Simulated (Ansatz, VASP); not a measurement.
## YZrF2 in VASP and in Ansatz

```
CELL_PARAMETERS angstrom
4.51147 0.00000 0.00000
0.00000 4.51147 0.00000
0.00000 0.00000 3.35290
ATOMIC_POSITIONS crystal
Y 0.50000 0.50000 0.50000
Zr 0.00000 0.00000 0.00000
F 0.50000 0.00000 0.00000
F 0.00000 0.50000 0.00000
```

Alike in both runs: functional PBE; k mesh 4 × 4 × 6; occupations gaussian, width 0.1 eV; no spin polarisation.

Ansatz relaxed the structure, and its values are those at the end. VASP's run is a single point on that final structure, the one shown.

|  | VASP | Ansatz |
| --- | --- | --- |
| version | VASP 6.6.1 | Ansatz 0.2.0 |
| potentials or method | VASP PAW PBE potentials, release 64 (Y_sv, Zr_sv, F) | scalar-relativistic, plane waves, PAW |
| plane-wave cutoff (eV) | 520 | 420 |
| valence electrons in the cell | 37 | 37 |

VASP gave:

* gap on the k mesh at the Fermi level (eV): none
* pressure (GPa): 0.0

**Question.** Estimate Ansatz's values.

**Answer.** gap on the k mesh at the Fermi level (eV): none; pressure (GPa): 0.1.

A gap of «none» marks a metal or a gap that the smearing closes.

Caveats: an odd number of electrons without spin polarisation forces a metal; a magnetic or distorted state may lie lower.
